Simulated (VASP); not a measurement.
Given:

```yaml
crystal:
  lattice:
    - [-2.12430, 2.12430, 4.52918]
    - [2.12430, -2.12430, 4.52918]
    - [2.12430, 2.12430, -4.52918]
  atoms:
    - { symbol: Hf, position: [0.75000, 0.25000, 0.50000] }
    - { symbol: Hf, position: [0.25000, 0.75000, 0.50000] }
    - { symbol: Hf, position: [0.50000, 0.50000, 0.00000] }
    - { symbol: Hg, position: [0.00000, 0.00000, 0.00000] }
```

These are PBEsol GGA, VASP's PBE PAW potentials (set 64) (plane waves; VASP) values and carry that method's errors. Settings: 400 eV cut-off, 11×11×11 Γ-centred mesh, tetrahedra with Blöchl corrections, potentials Hf_pv Hg.

Unless said otherwise, spin-orbit coupling is left out, though it shifts the bands of the heavy elements here.

Q: Predict the energy per atom (σ→0), band gap (on the k-mesh) with the smallest direct gap where there is one.

A: 
The band gap (on the k-mesh) is none (metal, semimetal or under 0.01 eV). The energy per atom (σ→0) is -8.132 eV/atom.

Only differences to runs with the same potentials and settings are physical.

The structure comes from a computed database's Hf3Hg entry (I4/mmm); how it stands against other phases isn't given here. It was relaxed first.
